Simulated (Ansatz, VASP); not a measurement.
# One calculation of RbIr3, two programs

```
Rb Ir
1.0
     4.15414    0.00000    0.00000
     0.00000    4.15414    0.00000
     0.00000    0.00000    4.15414
Rb Ir
1 3
Direct
  0.50000 0.50000 0.50000
  0.50000 0.00000 0.00000
  0.00000 0.50000 0.00000
  0.00000 0.00000 0.50000
```

Alike in both runs: functional PBE; k mesh 4 × 4 × 4; occupations gaussian, width 0.1 eV; no spin polarisation.

Ansatz relaxed the structure, and its values are those at the end. VASP's run is a single point on that final structure, the one shown.

|  | VASP | Ansatz |
| --- | --- | --- |
| version | VASP 6.6.1 | Ansatz 0.2.0 |
| potentials or method | VASP PAW PBE potentials, release 64 (Rb_sv, Ir) | scalar-relativistic, plane waves, PAW |
| plane-wave cutoff (eV) | 520 | 420 |
| valence electrons in the cell | 36 | 60 |

|  | VASP | Ansatz | Ansatz less VASP |
| --- | --- | --- | --- |
| gap on the k mesh at the Fermi level (eV) | none | none | - |
| pressure (GPa) | 0.7 | 0.0 | -0.69 |

A gap of «none» marks a metal or a gap that the smearing closes. With one functional, cell and mesh, what is left measures potentials, basis and numerics. The two sets of potentials don't hold the same shells in valence.

Caveats: the k mesh is coarse (spacing up to 0.38 Å⁻¹), so the values aren't converged. Spin-orbit coupling is left out, which matters for the levels of Ir.
